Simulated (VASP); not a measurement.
Calculation: PBE GGA with D4 dispersion, VASP's PBE PAW potentials (set 64) (plane waves; VASP).

VASP ran on this input.

### INCAR
```
SYSTEM = MnS
PREC = Accurate; ENCUT = 520; LREAL = F
LASPH = T
EDIFF = 1E-7; NELM = 100; ALGO = Normal
LMAXMIX = 4
ISMEAR = 0; SIGMA = 0.05
GGA = PE; IVDW = 13
MAGMOM = 4.1 -4.1 2*0.0
ISPIN = 2
IBRION = 2; NSW = 30; ISIF = 4
EDIFFG = -0.01
LWAVE = F; LCHARG = F; LORBIT = 10
```

**POSCAR**
```
MnS
1.0
  5.0978984096   2.5428624743   2.5428624743
  2.5428624743   5.0978984096   2.5428624743
  2.5428624743   2.5428624743   5.0978984096
Mn S
2 2
Cart
  0.0000000000   0.0000000000   0.0000000000
  5.0918116791   5.0918116791   5.0918116791
  2.5459058396   2.5459058396   2.5459058396
  7.6377175187   7.6377175187   7.6377175187
```

**KPOINTS**
```
Automatic mesh
0
Gamma
7 7 7
0 0 0
```

POTCAR, in this order: Mn_pv S (PBE.64 set). Program: vasp_std.

Question: What will the output report for the number of irreducible k-points (NKPTS), largest plane-wave count, number of space-group operations, FFT grid (NGX, NGY, NGZ)?

Answer: 
| Property | Result |
|---|---|
| number of irreducible k-points (NKPTS) | 44 |
| largest plane-wave count | 1807 |
| number of space-group operations | 12 |
| FFT grid (NGX, NGY, NGZ) | 48 × 48 × 48 |

The compound is MnS in the rock salt, AFM-II order structure. This cell is one point of a volume scan, at 1.03 of the reference volume. Symmetry was kept, so distortions that lower it aren't found.
